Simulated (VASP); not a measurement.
**Cutoff convergence: ZrC**

System: ZrC (rock salt type, first atom moved by 0.06 Å along [111]), 2 atoms in the cell.

```yaml
crystal:
  lattice:
    - [0.00000, 2.35500, 2.35500]
    - [2.35500, 0.00000, 2.35500]
    - [2.35500, 2.35500, 0.00000]
  atoms:
    - { symbol: Zr, position: [0.00735, 0.00735, 0.00735] }
    - { symbol: C, position: [0.50000, 0.50000, 0.50000] }
```
Lattice in Å, positions in fractions of it.

Method: VASP 6.6.1, HSE06, plane waves, standard recommended PAW potentials.

Orbitals from an earlier step on the same cell; potentials Zr_sv C; PREC = Normal; HFSCREEN = 0.208; HFRCUT = 0; PRECFOCK = Fast; k-mesh 4×4×4 Γ-centred; Fermi–Dirac smearing of 0.1 eV; no spin polarisation.

```json
{"cutoff (eV)": "360", "E − E(top) (meV/atom)": "-6.9", "pressure at fixed basis (GPa)": "-4.77", "rms force change (meV/Å)": "2.8"}
{"cutoff (eV)": "400", "E − E(top) (meV/atom)": "-5.1", "pressure at fixed basis (GPa)": "-3.26", "rms force change (meV/Å)": "2.1"}
{"cutoff (eV)": "460", "E − E(top) (meV/atom)": "-0.9", "pressure at fixed basis (GPa)": "-2.56", "rms force change (meV/Å)": "0.2"}
{"cutoff (eV)": "520", "E − E(top) (meV/atom)": "0.0", "pressure at fixed basis (GPa)": "-2.52", "rms force change (meV/Å)": "0.0"}
```

Against the 520 eV run, total energies lie within 1 meV/atom from 460 eV on. Forces lie within 5 meV/Å (rms) from 360 eV on. The pressure at a fixed basis moves by -2.24 GPa at 360 eV.

The k-mesh is coarse, so these values belong to this mesh and can lie far from the converged ones. Potentials made with PBE were used with another functional.

TOTEN holds a cutoff-dependent correction for the basis error of the free atoms, and the grids can change too, so it isn't variational and can rise with the cutoff.
